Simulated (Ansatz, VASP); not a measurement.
# PtC in two plane-wave programs

Aim: how closely do two programs agree when they are given the same cell, functional and k mesh? The cell is generated by rule, not measured, and may not be a known phase. The cell is taken from a series of runs on this material, whose earlier steps may have relaxed, scaled, displaced or heated it; both programs get it as it stands.

Calculated with Ansatz 0.2.0; plane waves, with VASP 6.6.1 beside it; zone-centre phonons at PBEsol.

## (1) Starting point

It takes space group Fm-3m (No. 225, cubic). Conventional cell: a = 4.417 Å, b = 4.417 Å, c = 4.417 Å, α = 90.00°, β = 90.00°, γ = 90.00°. Pt has 6 C at 2.21 Å nearest. Nearest to C lie 6 Pt at 2.21 Å. Farther neighbours are not listed.

Coordinates:

```cif
data_structure
_symmetry_space_group_name_H-M 'P 1'
_symmetry_Int_Tables_number 1
_cell_length_a 3.1230
_cell_length_b 3.1230
_cell_length_c 3.1230
_cell_angle_alpha 60.000
_cell_angle_beta 60.000
_cell_angle_gamma 60.000
_cell_volume 21.54
loop_
_atom_site_label
_atom_site_type_symbol
_atom_site_fract_x
_atom_site_fract_y
_atom_site_fract_z
_atom_site_occupancy
Pt1 Pt 0.00000 0.00000 0.00000 1
C2 C 0.50000 0.50000 0.50000 1
```

## (2) Ansatz: zone-centre phonons, PBEsol, pair 1

Ansatz runs on its default PAW (the set named soft_2) files.

Second derivatives magnify differences that forces hide, and they need a tight electronic threshold.

The input, input.yaml:

```yaml
crystal:
  lattice:
    - [0.0, 2.2083183167, 2.2083183167]
    - [2.2083183167, 0.0, 2.2083183167]
    - [2.2083183167, 2.2083183167, 0.0]
  atoms:
    - { symbol: Pt, position: [0.0, 0.0, 0.0] }
    - { symbol: C, position: [0.5, 0.5, 0.5] }
kpoints:
  mp_grid: { grid: [16, 16, 16] }
hamiltonian:
  xc: pbesol
scf:
  occupations: { method: methfessel_paxton, width: 0.2 }
output:
  eigenvalues: true
phonons:
  method: dfpt
```

The run is started by

```
$ ansatz run input.yaml --threads 4 --pin off --max-ram 7168MiB --backend cpu --events-out ev --progress --plain --runs-dir out
```

Numbers of over 12 decimals in the logs are rounded to 6 here.

The log of the run:

```text
Engine: ansatz 0.2.0, aarch64-unknown-linux-gnu
Pseudopotentials: kind: paw
Pseudopotential: Pt, paw, valence charge 18, recommended cutoff 420 eV (normal), Pt.paw.azcp
Pseudopotential: C, paw, valence charge 4, recommended cutoff 420 eV (normal), C.paw.azcp
Functional definition: PBEsol
  exchange = pbesol_x
  correlation = pbesol_c
Crystal: 2 atoms, lattice volume = 21.538 Å³
Basis set: ecut = 420 eV, 411 PW (Γ), exchange–correlation on 48×48×48 points (8 copies of the dense FFT grid, shifted against one another)
Bands: 15, of which v1, the nominal top of the filled ones, is band 11 counted from 1 (10 counted from 0)
Symmetry: 48 space group operations
k-points: 349 of 4096 (irreducible under 8 space group operations, time reversal used)
Non-local potential: Pt, projectors of the file, l = 0: 3, l = 1: 2, l = 2: 2, l = 3: 1
Non-local potential: C, projectors of the file, l = 0: 2, l = 1: 2, l = 2: 1
PAW form: soft (Blöchl's): semilocal exchange-correlation on the pseudo side does not see the compensation charge
PAW frozen core: Pt, regenerated for the run's functional, and the local potential with it (the file was generated under x = pbe(κ = 0.804, μ = 0.219515), c = pbe(β = 0.066725))
PAW frozen core: C, regenerated for the run's functional, and the local potential with it (the file was generated under x = pbe(κ = 0.804, μ = 0.219515), c = pbe(β = 0.066725))
PAW one-centre angular grid: Pt, 590 points (default); XC on 64 Gauss nodes
PAW one-centre angular grid: C, 110 points (default); XC on 64 Gauss nodes
Initial density: superposition of atomic densities (neutral atoms: chi_scale 0, normalization atom), corrected by the library's trained network
Initial wavefunctions: pseudopotential atomic-orbital guess
Functional: x = pbesol(κ = 0.804, μ = 0.123457), c = pbesol(β = 0.046)
SCF iter   1: F=—  HF=-12627.701180 eV  |F-HF|=—  |Δ(HF+E_count)|=         —  Δρ=6.15e-3  dr2=5.46e-3  ethr=1.77e-3  ⟨swp⟩=4.1  Hψ=23359  notcnv=0
preconditioner: auto → none  [metal: Δε(μ)=0.054 eV  Ē_g=11.429 eV  σ=0.200 eV  W_gap=0.23  n_scr=8 (ndim 8)  ℏωp=29.9 eV  f_vac=0.000  D(μ)=0.79/eV (n_scr^D=8)  sad-step TF]
SCF iter   2: F=—  HF=-12627.700994 eV  |F-HF|=—  |Δ(HF+E_count)|=   1.86e-4  S|Δr|=    0.00e0  Δρ=3.58e-3  dr2=2.09e-3  ethr=2.48e-5  ⟨swp⟩=2.2  Hψ=9908  notcnv=0
SCF iter   3: F=—  HF=-12627.700333 eV  |F-HF|=—  |Δ(HF+E_count)|=   6.61e-4  S|Δr|=    0.00e0  Δρ=4.13e-4  dr2=2.57e-5  ethr=9.51e-6  ⟨swp⟩=2.0  Hψ=7505  notcnv=0
SCF iter   4: F=—  HF=-12627.700325 eV  |F-HF|=—  |Δ(HF+E_count)|=   8.72e-6  S|Δr|=    0.00e0  Δρ=7.75e-5  dr2=6.41e-7  ethr=1.17e-7  ⟨swp⟩=2.1  Hψ=7590  notcnv=0
SCF iter   5: F=—  HF=-12627.700322 eV  |F-HF|=—  |Δ(HF+E_count)|=   2.84e-6  S|Δr|=    0.00e0  Δρ=9.30e-6  dr2=1.11e-8  ethr=2.92e-9  ⟨swp⟩=2.2  Hψ=9000  notcnv=0
SCF iter   6: F=—  HF=-12627.700322 eV  |F-HF|=—  |Δ(HF+E_count)|=   2.82e-9  S|Δr|=    0.00e0  Δρ=1.06e-6  dr2=1.02e-10  ethr=5.03e-11  ⟨swp⟩=2.8  Hψ=9077  notcnv=0
SCF iter   7: F=-12627.700322 eV  HF=-12627.700322 eV  |F-HF|=3.64e-12  |Δ(HF+E_count)|=  1.82e-12  S|Δr|=    0.00e0  Δρ=7.17e-8  dr2=5.35e-13  ethr=1.00e-12  ⟨swp⟩=5.3  Hψ=21079  notcnv=0
SCF 1 converged in 7 iterations: F = -12627.700322 eV  dr2 = 5.35e-13
  greatest PAW one-centre occupation: 1.000 electrons in one spin orbital (limit 2), on the Pt atom at site 0 (counted from 0), in its partial waves of l = 0
DFPT response loops at Γ: preconditioner auto → Kerker (q_TF=auto, 2.738 Å⁻¹) (partly filled bands, converged f_vac=0.000); β = 1.00, the filter's whole step (`scf.mixing.beta` (0.50) is not read by the response loops under this deck's `scf.mixing.preconditioner`; to damp them name `kerker` or `kerker_dos`, under which they read `scf.mixing.beta`, and type it under 1.00, their step now; both keys bind the ground state too); Broyden in place of MSR1
SCF converged after 7 iterations
Stability not checked: this state was not tested for a lower state beside it, because cold or Methfessel-Paxton smearing, or corrected tetrahedra, fill the levels in a way that the test cannot read (fill_not_monotonic; see scf.lower_state_search)
Free energy (F): -12627.700322 eV
Harris-Foulkes:  -12627.700322 eV  (|F-HF|=3.64e-12)
Internal energy: -12627.702659 eV  (E = F + TS)
E sigma→0 (E₀):  -12627.700906 eV
Entropy (-TS):   0.002337 eV (1.168 meV/atom)
Fermi energy:    20.211744 eV
--- Per-component energies (eV) ---
  E_band       = -149.520598
  E_kinetic    = 723.682146
  E_local      = -1687.117283  (includes V_loc(G=0)·N_el)
  E_nonlocal   = 229.738965
  E_hartree    = 621.087471
  E_xc         = -307.337820
  E_vxc        = -360.857173  (∫ρ·V_xc dr)
  E_paw        = -9411.077919  (= ΣΔE_a)
  E_vpaw       = -297.142422  (= ΣTr[D̂ρ^β])
  E_aug_tail   = 0.000252  (compensation charges beyond the density's cutoff)
  E_ewald      = -2796.986553
  E_core_change = 0.308082  (= ΣΔE_core)
  E_smearing   = 0.002337  (= −TS)
  E_closure    = 0.000000  (closes the sum)
  Σ components = -12627.700322   (vs F -12627.700322, Δ=0.00e0)
--- Band table (eV; the first three rows and the last of 349) ---
  k-point 0: bands = [... 7 lower, 15.7870, 16.5033, 16.5033, 19.9577, 19.9577, 19.9577, 26.5215, 32.2341]
  k-point 1: bands = [... 7 lower, 15.7935, 16.3125, 16.3125, 19.8397, 20.2874, 20.2874, 26.7458, 32.3428]
  k-point 2: bands = [... 7 lower, 15.5280, 16.2103, 16.2103, 19.5747, 21.0797, 21.0797, 27.3157, 32.5414]
  k-point 348: bands = [... 7 lower, 13.9877, 18.5327, 19.0499, 19.0499, 20.3722, 21.0129, 29.5238, 32.2750]
--- Phonons (Γ-DFPT): 2 representative perturbations + reference, on 349 of 4096 k-points (Σ response iterations 7) ---
  k mesh reduced under 8 symmetry operations, with k and −k counted as one. Each operation leaves every solved perturbation unchanged. A smaller set is not used because it would not reduce the number of displacements times k-points to solve
  ASR residual: 3.221e-5 → 0.000e0 eV/Å²; symmetrization residual: 9.923e-7 eV/Å²
  ASR residual per site (eV/Å²): 2.53e-5 3.22e-5
  Γ frequencies (cm⁻¹): -543.74 -543.74 -543.74 0.00 0.00 0.00
  non-analytic LO–TO correction: not included (Born effective charges unavailable; polar crystals: no LO–TO splitting at Γ)
```

## (3) VASP: zone-centre phonons, PBEsol, pair 1

The same cell, functional, mesh and smearing now go to VASP, with its own data sets.

Lines of VASP's logs that name or quote its potential files are left out, and so is its time.

The input, INCAR:

```
SYSTEM = PtC
PREC = Accurate
ENCUT = 600
EDIFF = 1E-08
NELM = 120
ISMEAR = 1
SIGMA = 0.2
LREAL = .FALSE.
ALGO = Normal
GGA = PS
NBANDS = 13
LASPH = .TRUE.
LORBIT = 11
LWAVE = .FALSE.
LCHARG = .FALSE.
ISIF = 2
IBRION = 8
GGA_COMPAT = .FALSE.
KPAR = 2
```

The input, POSCAR:

```
PtC
1.0
    0.0000000000      2.2083183167      2.2083183167
    2.2083183167      0.0000000000      2.2083183167
    2.2083183167      2.2083183167      0.0000000000
Pt C
1 1
Direct
    0.0000000000      0.0000000000      0.0000000000
    0.5000000000      0.5000000000      0.5000000000
```

The input, KPOINTS:

```
Automatic mesh
0
Gamma
16 16 16
0 0 0
```

PAW data sets: Pt and C (PBE family, release 64).

The run is started by

```
$ mpirun -np 2 vasp_std
```

The log of the run:

```text
[banner, memory and clock lines left out]
running    2 mpi-ranks, on    1 nodes
 distrk:  each k-point on    1 cores,    2 groups
 distr:  one band on    1 cores,    1 groups

 POSCAR found type information on POSCAR PtC
 POSCAR found :  2 types and       2 ions
|                                                                             |
|               ----> ADVICE to this user running VASP <----                  |
|                                                                             |
|     You enforced a specific xc type in the INCAR file but a different       |
|     [... a line on the potential file left out ...]
|     I HOPE YOU KNOW WHAT YOU ARE DOING!                                     |
|                                                                             |

 LDA part: xc-table for (Slater+PW92), standard interpolation
 POSCAR, INCAR and KPOINTS ok, starting setup
 FFT: planning ... GRIDC
 FFT: planning ... GRID_SOFT
 FFT: planning ... GRID
 WAVECAR not read
 entering main loop
       N       E                     dE             d eps       ncg     rms          rms(c)
DAV:   1     0.606799724476E+02    0.60680E+02   -0.77867E+03  3818   0.114E+03
DAV:   2    -0.135978474171E+02   -0.74278E+02   -0.68700E+02  4565   0.222E+02
DAV:   3    -0.155180462540E+02   -0.19202E+01   -0.19014E+01  4320   0.349E+01
DAV:   4    -0.155266338747E+02   -0.85876E-02   -0.85868E-02  4155   0.273E+00
DAV:   5    -0.155266968206E+02   -0.62946E-04   -0.62947E-04  4315   0.238E-01    0.222E+01
DAV:   6    -0.140833540732E+02    0.14433E+01   -0.11192E+01  4079   0.262E+01    0.112E+01
DAV:   7    -0.138255641883E+02    0.25779E+00   -0.11590E+00  3930   0.964E+00    0.709E+00
DAV:   8    -0.138079776097E+02    0.17587E-01   -0.49983E-02  3900   0.192E+00    0.771E-01
DAV:   9    -0.138058917489E+02    0.20859E-02   -0.43714E-03  3983   0.524E-01    0.212E-01
DAV:  10    -0.138057244779E+02    0.16727E-03   -0.11091E-03  3955   0.258E-01    0.297E-02
DAV:  11    -0.138057256317E+02   -0.11538E-05   -0.21069E-05  4205   0.409E-02    0.135E-02
DAV:  12    -0.138057242389E+02    0.13928E-05   -0.18557E-06  3968   0.104E-02    0.741E-03
DAV:  13    -0.138057239936E+02    0.24532E-06   -0.44605E-07  4195   0.525E-03    0.841E-04
DAV:  14    -0.138057239767E+02    0.16829E-07   -0.10741E-08  2675   0.859E-04    0.176E-04
DAV:  15    -0.138057239767E+02    0.28194E-10   -0.12516E-09  1955   0.326E-04
   1 F= -.13805724E+02 E0= -.13806502E+02  d E =0.233372E-02
 Linear response reoptimize wavefunctions to high precision
DAV:   1    -0.138057239770E+02   -0.30070E-09   -0.70059E-11  2080   0.798E-05
DAV:   2    -0.138057239770E+02    0.87539E-11   -0.77058E-12  1955   0.253E-05
 Linear response DOF=           2
 Linear response progress:
  Degree of freedom:   1/  2
       N       E                     dE             d eps       ncg     rms          rms(c)
RMM:   1    -0.243937376379E+00   -0.24394E+00   -0.23458E-01 15121   0.349E+00
RMM:   2    -0.241541953211E+00    0.23954E-02   -0.57141E-03 13771   0.512E-01    0.218E-01
RMM:   3    -0.242072637947E+00   -0.53068E-03   -0.13668E-04 15217   0.885E-02    0.130E-01
RMM:   4    -0.243368698811E+00   -0.12961E-02   -0.29148E-04 15289   0.109E-01    0.154E-02
RMM:   5    -0.243334800766E+00    0.33898E-04   -0.14763E-05 15470   0.277E-02    0.640E-03
RMM:   6    -0.243395219012E+00   -0.60418E-04   -0.54261E-07 16073   0.537E-03    0.125E-03
RMM:   7    -0.243388551229E+00    0.66678E-05   -0.21871E-08 16499   0.128E-03    0.779E-04
RMM:   8    -0.243379363355E+00    0.91879E-05   -0.16090E-08 16340   0.419E-04    0.167E-04
RMM:   9    -0.243379056211E+00    0.30714E-06   -0.63642E-09 16010   0.281E-04    0.338E-05
RMM:  10    -0.243378328048E+00    0.72816E-06   -0.13913E-10 16895   0.534E-05    0.928E-06
RMM:  11    -0.243378402172E+00   -0.74124E-07    0.34309E-09 16438   0.123E-05    0.796E-07
RMM:  12    -0.243378395759E+00    0.64130E-08    0.22326E-09 15282   0.337E-06    0.284E-07
 first order change of Fermi-energy   0.13694E-02
 force on displaced ion       1 direction 1 :  12.085   0.000   0.000
 Linear response progress:
  Degree of freedom:   2/  2
       N       E                     dE             d eps       ncg     rms          rms(c)
RMM:   1    -0.114791690607E+00   -0.11479E+00    0.24960E-02 19925   0.194E+00
RMM:   2    -0.113906139408E+00    0.88555E-03   -0.17661E-03 13849   0.334E-01    0.152E-01
RMM:   3    -0.113982923048E+00   -0.76784E-04   -0.55774E-04 14057   0.144E-01    0.798E-02
RMM:   4    -0.114490327389E+00   -0.50740E-03   -0.29078E-04 13931   0.101E-01    0.225E-02
RMM:   5    -0.114527411694E+00   -0.37084E-04   -0.73109E-06 14126   0.213E-02    0.169E-03
RMM:   6    -0.114533087574E+00   -0.56759E-05   -0.10653E-07 14543   0.235E-03    0.990E-04
RMM:   7    -0.114533163674E+00   -0.76100E-07   -0.21771E-09 14497   0.465E-04    0.472E-04
RMM:   8    -0.114531955253E+00    0.12084E-05    0.21416E-09 14826   0.295E-04    0.350E-05
RMM:   9    -0.114531919783E+00    0.35471E-07    0.60013E-09 14847   0.441E-05    0.182E-05
RMM:  10    -0.114531824776E+00    0.95007E-07   -0.20033E-08 15421   0.206E-05    0.247E-06
RMM:  11    -0.114531830573E+00   -0.57975E-08   -0.21688E-09 15439   0.579E-06    0.136E-06
 first order change of Fermi-energy  -0.96592E-03
 force on displaced ion       2 direction 1 :  12.085   0.000   0.000
 Linear response finished
```

OUTCAR, selected parts (step 3):

```text
ion  position               nearest neighbor table
   1  0.000  0.000  0.000-   2 2.21   2 2.21   2 2.21   2 2.21   2 2.21   2 2.21
   2  0.500  0.500  0.500-   1 2.21   1 2.21   1 2.21   1 2.21   1 2.21   1 2.21

  LATTYP: Found a face centered cubic cell.
 ALAT       =     4.4166366334

 Subroutine GETGRP returns: Found 48 space group operations
 (whereof 48 operations were pure point group operations)

The static configuration has the point symmetry O_h .

 Found    145 irreducible k-points:

   k-points           NKPTS =    145   k-points in BZ     NKDIM =    145   number of bands    NBANDS=     13

   dimension x,y,z NGX =    28 NGY =   28 NGZ =   28
   dimension x,y,z NGXF=    56 NGYF=   56 NGZF=   56

   ENCUT  =  600.0 eV  44.10 Ry    6.64 a.u.   6.24  6.24  6.24*2*pi/ulx,y,z

   NELECT =      14.0000    total number of electrons

 k-points in reciprocal lattice and weights: Automatic mesh
   0.00000000  0.00000000  0.00000000       0.000
   0.06250000  0.00000000  0.00000000       0.002
   0.12500000  0.00000000  0.00000000       0.002
   0.18750000  0.00000000  0.00000000       0.002
   0.25000000  0.00000000  0.00000000       0.002
   0.31250000  0.00000000  0.00000000       0.002
   0.37500000  0.00000000  0.00000000       0.002
   0.43750000  0.00000000  0.00000000       0.002
   0.50000000  0.00000000  0.00000000       0.001
[...]
-0.31250000  0.50000000  0.18750000       0.003
  -0.25000000  0.50000000  0.25000000       0.001

 average (electrostatic) potential at core
       1 -63.8490       2 -45.2990

  Total        0.0186531      0.0186531      0.0186531      0.0000000      0.0000000      0.0000000
  in kB        1.3875415      1.3875415      1.3875415      0.0000000      0.0000000      0.0000000
  external PRESSURE =       1.3875415 kB  Pullay stress =       0.0000000 kB

  energy-cutoff  :      600.00
  volume of cell :       21.54
      direct lattice vectors                 reciprocal lattice vectors
     0.000000000  2.208318317  2.208318317    -0.226416634  0.226416634  0.226416634
     2.208318317  0.000000000  2.208318317     0.226416634 -0.226416634  0.226416634
     2.208318317  2.208318317  0.000000000     0.226416634  0.226416634 -0.226416634

 POSITION                                       TOTAL-FORCE (eV/Angst)
 -----------------------------------------------------------------------------------
      0.00000      0.00000      0.00000         0.000000     -0.000000      0.000000
      2.20832      2.20832      2.20832        -0.000000      0.000000     -0.000000
 -----------------------------------------------------------------------------------
    total drift:                                0.000000      0.000000      0.000000

 Eigenvectors and eigenvalues of the dynamical matrix
 ----------------------------------------------------

   1 f  =    0.000116 THz     0.000731 2PiTHz    0.003878 cm-1     0.000481 meV
             X         Y         Z           dx          dy          dz
      0.000000  0.000000  0.000000     0.156589    0.926872    0.241645
      2.208318  2.208318  2.208318     0.038854    0.229980    0.059958

   2 f  =    0.000116 THz     0.000731 2PiTHz    0.003878 cm-1     0.000481 meV
             X         Y         Z           dx          dy          dz
      0.000000  0.000000  0.000000    -0.048419   -0.236880    0.939972
      2.208318  2.208318  2.208318    -0.012014   -0.058776    0.233230

   3 f  =    0.000116 THz     0.000731 2PiTHz    0.003878 cm-1     0.000481 meV
             X         Y         Z           dx          dy          dz
      0.000000  0.000000  0.000000    -0.956630    0.163708   -0.008021
      2.208318  2.208318  2.208318    -0.237363    0.040620   -0.001990

   4 f/i=   16.157137 THz   101.518284 2PiTHz  538.944069 cm-1    66.820518 meV
             X         Y         Z           dx          dy          dz
      0.000000  0.000000  0.000000     0.170287    0.170287   -0.000000
      2.208318  2.208318  2.208318    -0.686296   -0.686296   -0.000000

   5 f/i=   16.157137 THz   101.518284 2PiTHz  538.944069 cm-1    66.820518 meV
             X         Y         Z           dx          dy          dz
      0.000000  0.000000  0.000000    -0.170287    0.170287   -0.000000
      2.208318  2.208318  2.208318     0.686296   -0.686296   -0.000000

   6 f/i=   16.157137 THz   101.518284 2PiTHz  538.944069 cm-1    66.820518 meV
             X         Y         Z           dx          dy          dz
      0.000000  0.000000  0.000000     0.000000    0.000000   -0.240822
      2.208318  2.208318  2.208318     0.000000   -0.000000    0.970569

 ELASTIC MODULI CONTR FROM IONIC RELAXATION (kBar)
 Direction    XX          YY          ZZ          XY          YZ          ZX
 --------------------------------------------------------------------------------
 XX           0.0000      0.0000      0.0000      0.0000      0.0000      0.0000
 YY           0.0000      0.0000      0.0000      0.0000      0.0000      0.0000
 ZZ           0.0000      0.0000      0.0000      0.0000      0.0000      0.0000
 XY           0.0000      0.0000      0.0000      0.0000      0.0000      0.0000
 YZ           0.0000      0.0000      0.0000      0.0000      0.0000      0.0000
 ZX           0.0000      0.0000      0.0000      0.0000      0.0000      0.0000
 --------------------------------------------------------------------------------
```

## (4) Comparison

Known differences besides the potentials themselves: the data sets hold 22 valence electrons in Ansatz (on its default PAW (the set named soft_2) files) and 14 in VASP; the cutoff is 420 eV in Ansatz and 600 eV in VASP; Ansatz makes its cores anew for this functional, VASP keeps those of its PBE data sets. Total energies have different zeros and are not compared.

The two programs side by side:

| quantity | Ansatz | VASP | difference |
| --- | --- | --- | --- |
| optical mode 1 to 3 (imaginary, printed as negative) (cm⁻¹) | -543.7 | -538.9 | -4.8 |

Modes are paired by rising frequency, not by their patterns, so a pair may set unlike modes beside each other; they are those without the splitting of longitudinal modes.

(Part 1 of 2 ends here.)

[Lines on the potential files, build, host, timing and source positions are cut from VASP's logs without a mark.]

[Logs are printed without paths, hosts, clocks, repeated set-up lines and the standing remarks that a program may print on its own settings, such as how far it seeks lower states.]

[Hosts, paths, dates, database ids (printed as entryN), source tags and the programs' standing remarks are cut or masked in the printed files.]
